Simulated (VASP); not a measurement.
An input for Quantum ESPRESSO's pw.x (written as the equivalent of a VASP run, and not itself run):

```
&CONTROL
  calculation = 'relax'
  pseudo_dir = './pseudo'
  outdir = './out'
  tprnfor = .true.
  tstress = .true.
  nstep = 30
  forc_conv_thr = 0.00039
/
&SYSTEM
  ibrav = 0
  nat = 2
  ntyp = 2
  ecutwfc = 82
  occupations = 'smearing'
  smearing = 'methfessel-paxton'
  degauss = 0.00735
  input_dft = 'pbe'
/
&ELECTRONS
  conv_thr = 7.3e-09
  electron_maxstep = 100
/
&IONS
/
ATOMIC_SPECIES
  Zr 91.224 Zr.upf
  C 12.011 C.upf
CELL_PARAMETERS angstrom
     0.0000000    2.3672577    2.3672577
     2.3672577    0.0000000    2.3672577
     2.3672577    2.3672577    0.0000000
ATOMIC_POSITIONS crystal
  Zr   0.0000000  0.0000000  0.0000000
  C    0.5000000  0.5000000  0.5000000
K_POINTS automatic
  12 12 12 0 0 0
```

### Question
Translate this input to VASP (INCAR, KPOINTS, POSCAR, choice of POTCAR).

### Answer
Several could match; the one computed here: 
File POSCAR:
```
ZrC
1
    0.0000000000     2.3672576723     2.3672576723
    2.3672576723     0.0000000000     2.3672576723
    2.3672576723     2.3672576723     0.0000000000
Zr C
1 1
Direct
  0.0000000000   0.0000000000   0.0000000000
  0.5000000000   0.5000000000   0.5000000000
```

### KPOINTS
```
Automatic mesh
0
Gamma
12 12 12
0 0 0
```

**INCAR**
```
! general
SYSTEM   =  ZrC
PREC     =  Accurate
ENCUT    =  600
LREAL    =  .FALSE.
LASPH    =  .TRUE.

! electronic loop
EDIFF    =  1E-7
NELM     =  100
ALGO     =  Normal
LMAXMIX  =  4

! smearing
ISMEAR   =  1
SIGMA    =  0.1

! functional
GGA      =  PE

! ions
IBRION   =  2
NSW      =  30
ISIF     =  2
EDIFFG   =  -0.01

! output
LWAVE    =  .FALSE.
LCHARG   =  .FALSE.
```

POTCAR, in this order: Zr_sv C (PBE.64 set). Program: vasp_std.

The two are equivalent in intent, not identical: the potentials are each code's own (VASP's PAW set, PseudoDojo norm-conserving files in pw.x), so ENCUT and ecutwfc are chosen apart and not converted; conv_thr bounds pw.x's estimated SCF error, while EDIFF bounds the energy change between steps; forc_conv_thr acts on force components and is met together with etot_conv_thr.

The compound is ZrC in the rock salt structure. This cell was strained or had an atom moved on purpose.
